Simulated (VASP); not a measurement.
These are LDA (Ceperley-Alder, Perdew-Zunger), VASP's LDA PAW potentials (set 64) (plane waves; VASP) values and carry that method's errors.

VASP ran on this input.

File POSCAR:
```
Ni3Si
1
    3.4269092861    -0.0000000000     0.0000000000
    0.0000000000     3.4269092861    -0.0000000000
    0.0000000000    -0.0000000000     3.4269092861
Si Ni
1 3
Direct
  0.0000000000   0.0000000000   0.0000000000
  0.0000000000   0.5000000000   0.5000000000
  0.5000000000   0.0000000000   0.5000000000
  0.5000000000   0.5000000000   0.0000000000
```

### KPOINTS
```
K-points
0
Gamma
9 9 9
0 0 0
```

### INCAR
```
ALGO  =  Normal
EDIFF  =  1E-6
EDIFFG  =  -0.02
ENCUT  =  500
IBRION  =  2
ISIF  =  3
ISMEAR  =  1
LASPH  =  T
LCHARG  =  F
LMAXMIX  =  4
LREAL  =  F
LWAVE  =  F
NELM  =  100
NSW  =  40
PREC  =  Accurate
SIGMA  =  0.1
SYSTEM  =  Ni3Si
```

POTCAR, in this order: Si Ni (LDA.64 set). Program: vasp_std.

Q: Predict the energy per atom (σ→0), volume per atom, band gap (on the k-mesh).

A: 
| Quantity | Result |
|---|---|
| energy per atom (σ→0) | -6.981 eV/atom |
| band gap (on the k-mesh) | none (metal, semimetal or under 0.01 eV) |
| volume per atom | 10.08 Å^3/atom |

### OSZICAR
```
...
       N       E                     dE             d eps       ncg     rms          rms(c)
DAV:   1    -0.279246860400E+02   -0.17619E-02   -0.19699E-02  1510   0.231E+00    0.355E-01
DAV:   2    -0.279243701903E+02    0.31585E-03   -0.19923E-02  1675   0.248E+00    0.259E-01
DAV:   3    -0.279230729675E+02    0.12972E-02   -0.53397E-03  1662   0.132E+00    0.553E-02
DAV:   4    -0.279230299582E+02    0.43009E-04   -0.18069E-04  1486   0.100E-01    0.149E-02
DAV:   5    -0.279230258855E+02    0.40727E-05   -0.95396E-06  1816   0.378E-02    0.858E-03
DAV:   6    -0.279230250678E+02    0.81772E-06   -0.19662E-06  1125   0.148E-02
   3 F= -.27923025E+02 E0= -.27923266E+02  d E =-.106984E-03
```

The compound is Ni3Si in the L1_2 structure. This run relaxes it. Symmetry was kept, so distortions that lower it aren't found. The run is not spin-polarised, so no magnetic state was tried.
